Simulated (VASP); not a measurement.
Consider the following.

```yaml
crystal:
  lattice:
    - [-1.63710, 1.63710, 4.00350]
    - [1.63710, -1.63710, 4.00350]
    - [1.63710, 1.63710, -4.00350]
  atoms:
    - { symbol: Si, position: [0.66500, 0.66500, 0.00000] }
    - { symbol: Si, position: [0.33500, 0.33500, 0.00000] }
    - { symbol: Mo, position: [0.00000, 0.00000, 0.00000] }
```

These are PBE GGA + U (Dudarev), VASP's PBE PAW potentials (set 64) (plane waves; VASP) values and carry that method's errors. Run with 400 eV cut-off, 12×12×12 Γ-centred mesh, first-order Methfessel-Paxton smearing of 0.10 eV, potentials Si Mo_sv, U − J: Mo 2.00 eV.

**Question.** Give the force on each atom (eV/Å).

**Answer.** 
```
atom     Fx     Fy      Fz
----  -----  -----  ------
Si1   0.000  0.000  -0.203
Si2   0.000  0.000   0.203
Mo3   0.000  0.000   0.000
```

**Question.** Give the stress tensor in GPa (positive for a compressed cell).

**Answer.** 
```
-8.38   0.00   0.00
 0.00  -8.38   0.00
 0.00   0.00  -9.64
```
The pressure is its mean diagonal, -8.80 GPa.

The compound is MoSi2 in the MoSi2 type structure. The cell was not relaxed at this level. The run is one of a series of settings (LDAU = .TRUE., LDAUJ = 0 0, LDAUL = -1 2, LDAUTYPE = 2, LDAUU = 0 2.0 against the base run), some of them coarse on purpose.
